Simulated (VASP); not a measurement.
Crystal: GaN.

```
Ga N
1.0
     0.00000    2.25350    2.25350
     2.25350    0.00000    2.25350
     2.25350    2.25350    0.00000
Ga N
1 1
Cartesian
  0.0000 0.0000 0.0000
  3.3803 3.3803 3.3803
```

The cell is a database's computed one.

- Program: VASP 6.6.1
- Task: relaxation of cell and atoms
- Functional: PBE
- Potentials or basis: VASP PAW PBE potentials, release 64 (Ga_d, N)
- Cutoff: 600 eV
- k mesh: 10 × 10 × 10
- Occupations: gaussian, width 0.02 eV
- Spin: no spin polarisation

At the start: pressure 4.9 GPa; volume 11.44 Å³/atom.

**Question.** Where does the relaxation end?

**Answer.** Over 7 steps the energy falls by 4.7 meV/atom and the volume is 11.76 Å³/atom (+2.7 %); space group F-43m (No. 216, to 0.05 Å).

The path:
```tsv
step	energy change (eV)	largest force (eV/Å)	pressure (GPa)	volume (Å³)
1	0.0000	0.0000	4.92	22.89
2	-0.0029	0.0000	-3.73	24.07
3	-0.0095	0.0000	-0.08	23.52
4	-0.0095	0.0000	0.14	23.51
5	-0.0095	0.0000	0.10	23.51
6	-0.0095	0.0000	0.11	23.51
7	-0.0095	0.0000	0.04	23.51
```

Final structure:
```xyz
2
Lattice="0.0000 2.2738 2.2738 2.2738 0.0000 2.2738 2.2738 2.2738 0.0000" Properties=species:S:1:pos:R:3 pbc="T T T"
Ga    4.5476    4.5476    4.5476
N     3.4107    3.4107    3.4107
```
